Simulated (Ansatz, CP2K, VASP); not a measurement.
# One calculation of HfRu3, 3 ways

```
Hf Ru
1.0
     3.95577    0.00000    0.00000
     0.00000    3.95577    0.00000
     0.00000    0.00000    3.95577
Hf Ru
1 3
Direct
  0.00000 0.00000 0.00000
  0.00000 0.50000 0.50000
  0.50000 0.00000 0.50000
  0.50000 0.50000 0.00000
```

The cell comes from a database or a generator and needn't be the stable form of this composition.

Alike in all runs: task single point; functional LDA; k mesh 7 × 7 × 7; occupations gaussian, width 0.05 eV; no spin polarisation; no spin-orbit coupling. LDA stands for any of its common fits. Pressure is positive in compression and, in plane waves, holds the error of the finite cutoff, which Ansatz's Pulay term estimates and takes out.

| program and potentials | plane-wave cutoff (eV) | notes | pressure (GPa) |
| --- | --- | --- | --- |
| Ansatz, Ansatz PAW | 420 | potentials made for PBE, which Ansatz adapts in part; 18.5 valence electrons an atom on average; Pulay term of +0.03 GPa included | -15.06 |
| CP2K, GTH_POTENTIALS Hf GTH-PADE-q12, Ru GTH-PADE-q16; TZVP-MOLOPT-PBE-GTH basis | - | atomic basis; 15 valence electrons an atom on average | -14.27 |
| VASP, LDA PAW files Hf_pv, Ru_pv, release 54, 520 eV | 520 | 13 valence electrons an atom on average | -15.11 |

The pressure spans -15.11 (VASP, LDA PAW files Hf_pv, Ru_pv, release 54, 520 eV) to -14.27 GPa (CP2K, GTH_POTENTIALS Hf GTH-PADE-q12, Ru GTH-PADE-q16; TZVP-MOLOPT-PBE-GTH basis). The cell lies far from this level's equilibrium. Rows in atomic bases carry the error of their basis and grid, which can be large.

The functional is the same throughout but for its coding, so the spread measures potentials, basis and numerics; runs on potential files found faulty are left out.
